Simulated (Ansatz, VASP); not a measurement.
# Y (linear Y chain) in two plane-wave programs

Wanted: the spread between two codes on one cell, functional and k mesh. The structure shown is the end of the Ansatz relaxation below.

Method: plane waves, with VASP 6.6.1 beside it; single point at PBEsol and single point at LDA, in Ansatz 0.2.0.

### 1. The structure

The cell holds 1 atom: 1 Y. Cell: a = 12.000 Å, b = 12.000 Å, c = 2.923 Å, α = 90.0°, β = 90.0°, γ = 90.0°. Vacuum lies along a and b. The structure's axis is c.

### 2. Ansatz: relaxation, PBEsol

Ansatz runs on its default PAW (the set named soft_2) files.

This run makes the geometry at which the two programs are then compared.

File input.yaml:

```yaml
crystal:
  lattice:
    - [12.0, 0.0, 0.0]
    - [0.0, 12.0, 0.0]
    - [0.0, 0.0, 3.534]
  atoms:
    - { symbol: "Y", position: [0.5, 0.5, 0.0], spin: 1.0 }
magnetization:
  spin_polarized: true
kpoints:
  mp_grid: { grid: [1, 1, 23] }
scf:
  occupations: { method: fermi_dirac, width: 0.05 }
hamiltonian:
  xc: pbesol
relax:
  cell: { fix: [a, b, alpha, beta, gamma] }
  max_steps: 60
```

Launch:

```bash
> ansatz run input.yaml --threads 8 --pin off --max-ram 16384MiB --backend cpu --events-out ev --progress --plain --runs-dir out
```

Numbers of over 12 decimals in the logs are rounded to 6 here.

What it wrote:

```text
Engine: ansatz 0.2.0, aarch64-unknown-linux-gnu
Pseudopotentials: kind: paw
Pseudopotential: Y, paw, valence charge 11, recommended cutoff 420 eV (normal), Y.paw.azcp
Functional definition: PBEsol
  exchange = pbesol_x
  correlation = pbesol_c
Crystal: 1 atoms, lattice volume = 508.896 Å³
Basis set: ecut = 420 eV, 9891 PW (Γ), exchange–correlation on 162×162×48 points (8 copies of the dense FFT grid, shifted against one another)
Bands: 10, of which v1, the nominal top of the filled ones, is band 6 counted from 1 (5 counted from 0)
Symmetry: 16 space group operations
Space group: P4/mmm (ITA 123), of the structure as read, at distance tolerance 8.0e-5 Å
Magnetic group: BNS 123.339 (UNI 999), of the structure as read, at distance tolerance 8.0e-5 Å
k-points: 12 of 23
Non-local potential: Y, projectors of the file, l = 0: 3, l = 1: 2, l = 2: 2, l = 3: 1
PAW form: soft (Blöchl's): semilocal exchange-correlation on the pseudo side does not see the compensation charge
PAW frozen core: Y, regenerated for the run's functional, and the local potential with it (the file was generated under x = pbe(κ = 0.804, μ = 0.219515), c = pbe(β = 0.066725))
PAW one-centre angular grid: Y, 590 points (default); XC on 64 Gauss nodes
Initial density: superposition of atomic densities (neutral atoms: chi_scale 0, normalization atom)
Starting moments: Σ|m| = 1 μB on 1 of 1 site
Initial wavefunctions: pseudopotential atomic-orbital guess
Functional: x = pbesol(κ = 0.804, μ = 0.123457), c = pbesol(β = 0.046)
SCF iter   1: F=—  HF=-3791.808271 eV  |F-HF|=—  |Δ(HF+E_count)|=         —  Δρ=5.99e-3 (↑5.99e-3 ↓3.16e-3)  dr2=1.04e0  dr2_m=1.84e-2  M=1.199 μB ∫|m|=1.199 μB  β_m=0.30  ethr=3.10e-3  ⟨swp⟩=5.5  Hψ=1556  notcnv=0
Mixer restart at iter 1: flushing history
preconditioner: auto → LDOS  [metal: Δε(μ)=0.105 eV  Ē_g=1.900 eV  σ=0.050 eV  W_gap=0.40  n_scr=20 (ndim 8)  ℏωp=2.9 eV  f_vac=0.722  D(μ)=3.83/eV (n_scr^D=12)]
spin=Collinear: LDOS preconditioning applied to the charge; magnetization (m = ρ↑ − ρ↓) channel mixes plain (no charge-response kernel on spin).
SCF iter   2: F=—  HF=-3791.739563 eV  |F-HF|=—  |Δ(HF+E_count)|=   6.87e-2  Δρ=4.53e-3 (↑4.53e-3 ↓2.24e-3)  dr2=6.01e-1  dr2_m=1.22e-2  M=1.289 μB ∫|m|=1.289 μB  β_m=0.65  ethr=3.10e-3  ⟨swp⟩=1.3  Hψ=445  notcnv=0
SCF iter   3: F=—  HF=-3791.661738 eV  |F-HF|=—  |Δ(HF+E_count)|=   7.78e-2  Δρ=1.16e-3 (↑1.16e-3 ↓1.08e-3)  dr2=1.48e-2  dr2_m=1.02e-3  M=1.560 μB ∫|m|=1.560 μB  β_m=0.82  ethr=3.10e-3  ⟨swp⟩=5.6  Hψ=2396  notcnv=0
automatic band count: the SCF goes on with 14 bands, as 10 were too few: the levels above may hold too much charge
SCF iter   4: F=—  HF=-3791.691970 eV  |F-HF|=—  |Δ(HF+E_count)|=         —  Δρ=3.41e-4 (↑3.41e-4 ↓3.10e-4)  dr2=5.40e-3  dr2_m=3.92e-5  M=1.604 μB ∫|m|=1.604 μB  β_m=0.82  ethr=1.34e-4  ⟨swp⟩=2.3  Hψ=786  notcnv=0  defer=5
SCF iter   5: F=—  HF=-3791.691648 eV  |F-HF|=—  |Δ(HF+E_count)|=   3.21e-4  Δρ=1.60e-4 (↑6.85e-5 ↓1.60e-4)  dr2=2.86e-4  dr2_m=4.62e-5  M=1.620 μB ∫|m|=1.620 μB  β_m=0.91  ethr=4.91e-5  ⟨swp⟩=2.3  Hψ=475  notcnv=0  defer=5
SCF iter   6: F=—  HF=-3791.692029 eV  |F-HF|=—  |Δ(HF+E_count)|=   3.80e-4  Δρ=6.46e-5 (↑6.46e-5 ↓6.09e-5)  dr2=1.90e-5  dr2_m=1.67e-5  M=1.619 μB ∫|m|=1.619 μB  β_m=0.96  ethr=2.60e-6  ⟨swp⟩=2.0  Hψ=546  notcnv=0  defer=5
SCF iter   7: F=—  HF=-3791.692160 eV  |F-HF|=—  |Δ(HF+E_count)|=   1.31e-4  Δρ=1.71e-5 (↑1.71e-5 ↓1.57e-5)  dr2=3.08e-6  dr2_m=7.31e-7  M=1.617 μB ∫|m|=1.617 μB  β_m=0.96  ethr=1.73e-7  ⟨swp⟩=2.5  Hψ=677  notcnv=0  defer=5
SCF iter   8: F=—  HF=-3791.692165 eV  |F-HF|=—  |Δ(HF+E_count)|=   5.02e-6  Δρ=5.88e-6 (↑5.81e-6 ↓5.88e-6)  dr2=6.17e-7  dr2_m=1.12e-7  M=1.618 μB ∫|m|=1.618 μB  β_m=0.98  ethr=2.80e-8  ⟨swp⟩=2.2  Hψ=452  notcnv=0  defer=5
SCF iter   9: F=—  HF=-3791.692167 eV  |F-HF|=—  |Δ(HF+E_count)|=   1.77e-6  Δρ=1.85e-6 (↑1.28e-6 ↓1.85e-6)  dr2=3.81e-8  dr2_m=8.41e-9  M=1.620 μB ∫|m|=1.620 μB  β_m=0.99  ethr=5.61e-9  ⟨swp⟩=2.5  Hψ=507  notcnv=0  defer=5
[...]
SCF 1 converged in 11 iterations: F = -3791.692167 eV  dr2 = 4.51e-11
  greatest PAW one-centre occupation: 0.993 electrons in one spin orbital (limit 2), on the Y atom at site 0 (counted from 0), in its partial waves of l = 0
[...]
Crystal: 1 atoms, lattice volume = 420.914 Å³
Basis set: ecut = 420 eV, 8193 PW (Γ), exchange–correlation on 162×162×48 points (8 copies of the dense FFT grid, shifted against one another)
[...]
eigensolver tolerance schedule calibrated: the retry pair's looser diagonalisation under-reported the residual by θ = 0.39 (0.13/decade); ethr = c·dr2/N_el runs at the constant in force after the calibration composes with the one it found (an armed cap, an earlier calibration), c = 6.0e-2
preconditioner: auto → LDOS  [metal: Δε(μ)=0.060 eV  Ē_g=3.406 eV  σ=0.050 eV  W_gap=0.28  n_scr=12 (ndim 8)  ℏωp=3.1 eV  f_vac=0.746  D(μ)=2.72/eV (n_scr^D=12)]
spin=Collinear: LDOS preconditioning applied to the charge; magnetization (m = ρ↑ − ρ↓) channel mixes plain (no charge-response kernel on spin).
[...]
SCF iter   9: F=-3791.910795 eV  HF=-3791.910795 eV  |F-HF|=5.70e-9  |Δ(HF+E_count)|=   1.50e-7  Δρ=7.87e-7 (↑7.73e-7 ↓7.87e-7)  dr2=2.31e-9  dr2_m=1.89e-9  M=0.002 μB ∫|m|=0.002 μB  β_m=0.98  ethr=1.76e-11  ⟨swp⟩=5.0  Hψ=887  notcnv=0
iter 10 did not close the SCF: its close was put off for a magnetic moment that had not settled (scf_convergence_deferred on its scf_iter line)
SCF iter  10: F=-3791.910795 eV  HF=-3791.910795 eV  |F-HF|=6.21e-10  |Δ(HF+E_count)|=   5.55e-8  Δρ=3.58e-7 (↑3.04e-7 ↓3.58e-7)  dr2=1.06e-9  dr2_m=1.39e-10  M=0.000 μB ∫|m|=0.000 μB  β_m=0.83  ethr=1.27e-11  ⟨swp⟩=1.7  Hψ=1136  notcnv=0
SCF iter  11: F=-3791.910795 eV  HF=-3791.910795 eV  |F-HF|=8.26e-10  |Δ(HF+E_count)|=   3.53e-9  Δρ=7.44e-8 (↑7.44e-8 ↓6.18e-8)  dr2=6.83e-11  dr2_m=2.99e-12  M=0.000 μB ∫|m|=0.000 μB  ethr=5.82e-12  ⟨swp⟩=2.0  Hψ=1032  notcnv=0
the starting moments were not kept: the SCF closed with an absolute magnetisation of 6.6e-5 μB, where they sum to 1 μB in size (1 site). That is at most 0.1 of that sum. Measured as dr2_m measures the in/out step, that magnetisation stands 4.2e-10 eV from none, at or under the dr2_threshold of 6.8e-9 eV: it is no larger than a step whose dr2_m would equal this threshold.
SCF 6 converged in 11 iterations: F = -3791.910795 eV  dr2 = 6.83e-11
relax step   6: F+E_penalty+E_count = -3791.91079467 eV  Δ(F+E_penalty+E_count) = -6.831e-4 eV  max|allowed force component| = 0.000e0 eV/Å  Δτ_max = 0.0000 Å  P = -0.004 GPa  Ω = 420.914 Å³  energy of the carried Pulay correction = +7.265e-5 eV  fix = [a, b, alpha, beta, gamma]  reactions: a -0.004, b -0.004 GPa  (11 SCF iters, dr2 threshold 6.79e-9 eV, accepted)
Basis set: ecut = 420 eV, 8193 PW (Γ), exchange–correlation on 162×162×40 points (8 copies of the dense FFT grid, shifted against one another)
Initial wavefunctions: pseudopotential atomic-orbital guess (no wavefunctions were taken with the density)
iter 1 solved again at ethr=9.77e-8 eV; its pass at ethr=3.10e-3 eV (dr2=1.07e-5 eV) is discarded
SCF iter   1: F=—  HF=-3791.910674 eV  |F-HF|=—  |Δ(HF+E_count)|=         —  Δρ=3.84e-6 (↑3.84e-6 ↓3.84e-6)  dr2=3.00e-8  dr2_m=5.22e-12  M=0.000 μB ∫|m|=0.000 μB  β_m=0.65  ethr=9.77e-8  ⟨swp⟩=4.0  Hψ=3054  notcnv=0
preconditioner: auto → LDOS  [metal: Δε(μ)=0.040 eV  Ē_g=3.389 eV  σ=0.050 eV  W_gap=0.19  n_scr=12 (ndim 8)  ℏωp=3.1 eV  f_vac=0.746  D(μ)=2.81/eV (n_scr^D=12)]
spin=Collinear: LDOS preconditioning applied to the charge; magnetization (m = ρ↑ − ρ↓) channel mixes plain (no charge-response kernel on spin).
SCF iter   2: F=—  HF=-3791.910726 eV  |F-HF|=—  |Δ(HF+E_count)|=   5.11e-5  Δρ=1.35e-6 (↑1.35e-6 ↓1.34e-6)  dr2=4.21e-9  dr2_m=4.34e-12  M=0.000 μB ∫|m|=0.000 μB  β_m=0.62  ethr=2.73e-10  ⟨swp⟩=2.0  Hψ=450  notcnv=0
SCF iter   3: F=—  HF=-3791.910726 eV  |F-HF|=—  |Δ(HF+E_count)|=   7.08e-9  Δρ=1.95e-7 (↑1.92e-7 ↓1.95e-7)  dr2=3.59e-10  dr2_m=3.48e-12  M=0.000 μB ∫|m|=0.000 μB  β_m=0.81  ethr=3.83e-11  ⟨swp⟩=2.5  Hψ=458  notcnv=0
SCF iter   4: F=—  HF=-3791.910726 eV  |F-HF|=—  |Δ(HF+E_count)|=  7.43e-10  Δρ=4.42e-8 (↑4.42e-8 ↓3.30e-8)  dr2=2.05e-11  dr2_m=2.17e-12  M=0.000 μB ∫|m|=0.000 μB  β_m=0.78  ethr=3.27e-12  ⟨swp⟩=2.8  Hψ=465  notcnv=0
SCF iter   5: F=-3791.910726 eV  HF=-3791.910726 eV  |F-HF|=9.09e-12  |Δ(HF+E_count)|=  5.09e-11  Δρ=2.70e-8 (↑2.70e-8 ↓2.46e-8)  dr2=2.71e-12  dr2_m=1.24e-12  M=0.000 μB ∫|m|=0.000 μB  ethr=1.00e-12  ⟨swp⟩=4.0  Hψ=1147  notcnv=0
the starting moments were not kept: the SCF closed with an absolute magnetisation of 4.5e-5 μB, where they sum to 1 μB in size (1 site). That is at most 0.1 of that sum.
SCF 7 converged in 5 iterations: F = -3791.910726 eV  dr2 = 2.71e-12
relax step   7: F+E_penalty+E_count = -3791.91072551 eV  Δ(F+E_penalty+E_count) = +6.915e-5 eV  max|allowed force component| = 0.000e0 eV/Å  Δτ_max = 0.0000 Å  P = -0.004 GPa  Ω = 420.914 Å³  fix = [a, b, alpha, beta, gamma]  reactions: a -0.004, b -0.004 GPa  stress off target by 4.64e-3 GPa on what of the cell is left free  SCF on the basis re-selected at this cell (its energy is not comparable with the rows above)  (5 SCF iters)
basis re-selected at this cell: Δ(F+E_penalty+E_count) = +6.915e-5 eV, ΔP = -0.000 GPa vs the last step (what re-selecting the basis moved, of the pressure what is left beyond the Pulay correction that the steps carried, after the strain that the cell walked since its last selection, with what the two solves' SCF thresholds leave and, on support functions, any second-order correction that the steps lacked; it is no measure of the basis error at this ecutwfc). The dense FFT grid was sized anew with the basis: this SCF ran on 81×81×20 points, the steps before it on 81×81×24, so part of this shift can come from that change (see relax.cell in the input reference). [rest of the remark cut]
SCF converged after 5 iterations
Magnetization: 0.0000 μB (5.5000 up, 5.5000 down)
Absolute magnetization: 0.0000 μB (∫|ρ↑−ρ↓|, with the PAW one-centre terms)
Spin contamination: 0.0000 ħ² per cell (⟨S²⟩ above its minimum at these occupations)
Per-site moments (μB) at R_I (Å): [(1.8820463734424907e-5, 1.205743)]
Free energy (F): -3791.910726 eV
Harris-Foulkes:  -3791.910726 eV  (|F-HF|=9.09e-12)
Internal energy: -3791.887691 eV  (E = F + TS)
E sigma→0 (E₀):  -3791.899208 eV
Entropy (-TS):   -0.023034 eV (-23.034 meV/atom)
Fermi energy:    -1.906357 eV
--- Per-component energies (eV) ---
  E_band       = -249.807020
  E_kinetic    = 305.371521
  E_local      = -2039.749577  (includes V_loc(G=0)·N_el)
  E_nonlocal   = 53.118009
  E_hartree    = 840.776789
  E_xc         = -169.351549
  E_vxc        = -195.075279  (∫ρ·V_xc dr)
  E_paw        = -2773.753347  (= ΣΔE_a)
  E_vpaw       = -55.025261  (= ΣTr[D̂ρ^β])
  E_aug_tail   = 0.000002  (compensation charges beyond the density's cutoff)
  E_ewald      = -8.448313
  E_core_change = 0.148773  (= ΣΔE_core)
  E_smearing   = -0.023034  (= −TS)
  E_closure    = -0.000000  (closes the sum)
  Σ components = -3791.910726   (vs F -3791.910726, Δ=0.00e0)
--- Forces (eV/Å), atoms counted from 1 ---
  atom   1  Y      0.00000000     0.00000000     0.00000000
  max |Σ_I F_I| component: 4.42e-29 eV/Å
--- Stress (GPa, compression-positive) ---
       -0.004303       0.000000       0.000000
        0.000000      -0.004303       0.000000
        0.000000       0.000000      -0.004640
  P = ⅓ Tr σ = -0.0044 GPa (-0.044 kbar)
--- Relaxed structure (6 steps of the walk, 6 accepted, 1 SCFs on fresh bases) ---
  F+E_penalty+E_count = -3791.91072551 eV   max|allowed force component| = 0.000e0 eV/Å   (the final SCF, on the basis selected at the relaxed cell)
  cell:  # Å, volume = 420.9140 Å³
    - [12.0, 0.0, 0.0]
    - [0.0, 12.0, 0.0]
    - [0.0, 0.0, 2.923014]
  atoms:
    - { symbol: Y, position: [0.5, 0.5, 0.0] }
```

The column dr2 measures how far the density is from self-consistency, as an energy; F and HF (Harris–Foulkes) agree once it is small.

[end of part 1 of 2]

[Lines on the potential files, build, host, timing and source positions are cut from VASP's logs without a mark.]

[Logs are printed without paths, hosts, clocks, repeated set-up lines and the standing remarks that a program may print on its own settings, such as how far it seeks lower states.]

[Hosts, paths, dates, database ids (printed as entryN), source tags and the programs' standing remarks are cut or masked in the printed files.]
